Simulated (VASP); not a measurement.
These are PBEsol GGA, VASP's PBE PAW potentials (set 64) (plane waves; VASP) values and carry that method's errors.

Input for VASP

**INCAR**
```
LASPH = .TRUE.
EDIFF = 1E-7
ISMEAR = 0
LMAXMIX = 4   ! l cut-off of mixed one-centre charges
LORBIT = 11   ! lm-projected
LWAVE = .FALSE.
ICHARG = 11   ! fixed density
SIGMA = 0.05   ! width (eV)
ENCUT = 400
ALGO = Normal   ! blocked Davidson
PREC = Accurate
LREAL = .FALSE.   ! projection in real space or not
GGA = PS   ! PBEsol
SYSTEM = CuGaSe2
LCHARG = .FALSE.
NELM = 100
```

POSCAR:
```
CuGaSe2
1
   -2.7867222876     2.7867222876     5.5217946228
    2.7867222876    -2.7867222876     5.5217946228
    2.7867222876     2.7867222876    -5.5217946228
Ga Cu Se
2 2 4
Direct
  0.5000000000   0.5000000000   0.0000000000
  0.2500000000   0.7500000000   0.5000000000
  0.0000000000   0.0000000000   0.0000000000
  0.7500000000   0.2500000000   0.5000000000
  0.8750000000   0.8827299610   0.5077299610
  0.1172700390   0.6250000000   0.9922700390
  0.3750000000   0.3672700390   0.4922700390
  0.6327299610   0.1250000000   0.0077299610
```

**KPOINTS**
```
k-points along high-symmetry lines
10
Line-mode
Reciprocal
  0.000000   0.000000   0.000000 ! GAMMA
  0.000000  -0.000000   0.500000 ! X

  0.000000  -0.000000   0.500000 ! X
  0.250000   0.250000   0.250000 ! P

  0.250000   0.250000   0.250000 ! P
 -0.000000   0.500000   0.000000 ! N

 -0.000000   0.500000   0.000000 ! N
  0.000000   0.000000   0.000000 ! GAMMA

  0.000000   0.000000   0.000000 ! GAMMA
  0.500000   0.500000  -0.500000 ! M

  0.500000   0.500000  -0.500000 ! M
  0.314789   0.685211  -0.314789 ! S

 -0.314789   0.314789   0.314789 ! S_0
  0.000000   0.000000   0.000000 ! GAMMA

  0.000000  -0.000000   0.500000 ! X
 -0.129578   0.129578   0.500000 ! R

  0.500000   0.500000  -0.129578 ! G
  0.500000   0.500000  -0.500000 ! M
```

POTCAR, in this order: Ga_d Cu Se (PBE.64 set). Program: vasp_std. Read from the step before: CHGCAR.

The resulting files:

**OSZICAR**
```
       N       E                     dE             d eps       ncg     rms          rms(c)
DAV:   1     0.641275998269E+03    0.64128E+03   -0.27504E+04  7914   0.191E+03
DAV:   2     0.764551963016E+02   -0.56482E+03   -0.55049E+03  8012   0.509E+02
DAV:   3    -0.260751122966E+02   -0.10253E+03   -0.99278E+02  9231   0.194E+02
DAV:   4    -0.332816975161E+02   -0.72066E+01   -0.71364E+01 10313   0.501E+01
DAV:   5    -0.335301200155E+02   -0.24842E+00   -0.24789E+00 10738   0.996E+00
DAV:   6    -0.335369258825E+02   -0.68059E-02   -0.68027E-02 11155   0.166E+00
DAV:   7    -0.335371617942E+02   -0.23591E-03   -0.23585E-03 11177   0.277E-01
DAV:   8    -0.335371679198E+02   -0.61256E-05   -0.61249E-05 11380   0.417E-02
DAV:   9    -0.335371681041E+02   -0.18429E-06   -0.18375E-06 10223   0.668E-03
DAV:  10    -0.335371681078E+02   -0.36835E-08   -0.43550E-08  6701   0.130E-03
   1 F= -.33537168E+02 E0= -.33537036E+02  d E =-.263361E-03
```

File OUTCAR:
```
 val. band max:        4.0691450525   @ k =   0.0000   0.0000   0.0000

 cond. band min:       4.2199465994   @ k =   0.0000   0.0000   0.0000



 k-point     1 :       0.0000    0.0000    0.0000
  band No.  band energies     occupation
      1     -11.4643      2.00000
      2     -11.4620      2.00000
      3     -11.4620      2.00000
      4     -11.3058      2.00000
      5     -11.2911      2.00000
      6     -11.2911      2.00000
      7     -11.2470      2.00000
      8     -11.2425      2.00000
      9     -11.2381      2.00000
     10     -11.2269      2.00000
     11     -10.6305      2.00000
     12      -8.9788      2.00000
     13      -8.9788      2.00000
     14      -8.9728      2.00000
     15      -3.6503      2.00000
     16      -2.4022      2.00000
     17      -1.1289      2.00000
     18      -0.7015      2.00000
     19      -0.6506      2.00000
     20      -0.2260      2.00000
     21      -0.2260      2.00000
     22       0.3781      2.00000
     23       0.3781      2.00000
     24       0.6732      2.00000
     25       0.6732      2.00000
     26       0.7394      2.00000
     27       1.7344      2.00000
     28       1.7836      2.00000
     29       1.8797      2.00000
     30       2.1987      2.00000
     31       2.2346      2.00000
     32       2.2346      2.00000
     33       2.3383      2.00000
     34       3.9692      2.00000
     35       3.9692      2.00000
     36       4.0691      1.96754
     37       4.2199      0.03345
     38       5.8278      0.00000
     39       6.1538      0.00000
     40       7.9635      0.00000
     41       7.9647      0.00000
     42       8.3098      0.00000
     43       8.8231      0.00000

 k-point     2 :       0.0000    0.0000    0.0556
  band No.  band energies     occupation
      1     -11.4648      2.00000
      2     -11.4633      2.00000
      3     -11.4610      2.00000
      4     -11.3058      2.00000
      5     -11.2938      2.00000
      6     -11.2912      2.00000
...
```

The density is held fixed in this step, so its total energy and stress have no physical meaning.

The compound is CuGaSe2 in the chalcopyrite structure. It was relaxed first.
